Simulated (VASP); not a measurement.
Crystal: InGa7As8.

```
In Ga As
1.0
    -5.70149    5.70149    0.00000
    -5.70149    0.00000    5.70149
     0.00000    5.70149    5.70149
In Ga As
1 7 8
Direct
  0.00000 0.00000 0.00000
  0.50000 0.00000 0.00000
  0.00000 0.50000 0.00000
  0.00000 0.00000 0.50000
  0.50000 0.50000 0.00000
  0.50000 0.00000 0.50000
  0.00000 0.50000 0.50000
  0.50000 0.50000 0.50000
  0.87500 0.87500 0.37500
  0.37500 0.87500 0.37500
  0.87500 0.37500 0.37500
  0.87500 0.87500 0.87500
  0.37500 0.37500 0.37500
  0.37500 0.87500 0.87500
  0.87500 0.37500 0.87500
  0.37500 0.37500 0.87500
```

The cell was built by a generator and needn't be a form met in nature.

- Program: VASP 6.6.1
- Task: relaxation of cell and atoms
- Functional: PBE
- Potentials or basis: VASP PAW PBE potentials, release 64 (In_d, Ga_d, As)
- Cutoff: 600 eV
- k mesh: 6 × 6 × 6
- Occupations: gaussian, width 0.03 eV
- Spin: no spin polarisation

At the start: pressure 4.1 GPa; volume 23.17 Å³/atom.

Problem. How do energy, volume and symmetry change on relaxing?

Solution. Over 14 steps the energy falls by 32.5 meV/atom and the volume is 24.50 Å³/atom (+5.8 %); space group F-43m (No. 216, to 0.05 Å).

The path:
```tsv
step	energy change (eV)	largest force (eV/Å)	pressure (GPa)	volume (Å³)
1	0.0000	1.5436	4.07	370.68
2	-0.4583	0.2026	-1.49	403.18
3	-0.4838	0.4132	-0.60	396.60
4	-0.5165	0.1375	-0.16	392.94
5	-0.5193	0.0416	0.13	391.01
6	-0.5195	0.0365	0.08	391.37
7	-0.5201	0.0161	0.00	391.95
8	-0.5201	0.0143	-0.02	392.02
9	-0.5201	0.0142	-0.02	392.04
10	-0.5201	0.0129	-0.01	392.08
11	-0.5201	0.0111	-0.04	392.15
12	-0.5201	0.0150	0.00	392.10
13	-0.5201	0.0115	-0.02	392.13
14	-0.5202	0.0038	0.01	391.99
```

Final structure:
```
CELL_PARAMETERS angstrom
-5.80875 5.80875 0.00000
-5.80875 0.00000 5.80875
0.00000 5.80875 5.80875
ATOMIC_POSITIONS crystal
In 0.00000 0.00000 0.00000
Ga 0.50007 0.99993 0.99993
Ga 0.99993 0.50007 0.99993
Ga 0.99993 0.99993 0.50007
Ga 0.50007 0.50007 0.99993
Ga 0.50007 0.99993 0.50007
Ga 0.99993 0.50007 0.50007
Ga 0.50000 0.50000 0.50000
As 0.87027 0.87027 0.38920
As 0.37499 0.87502 0.37499
As 0.87502 0.37499 0.37499
As 0.87027 0.87027 0.87027
As 0.37499 0.37499 0.37499
As 0.38920 0.87027 0.87027
As 0.87027 0.38920 0.87027
As 0.37499 0.37499 0.87502
```
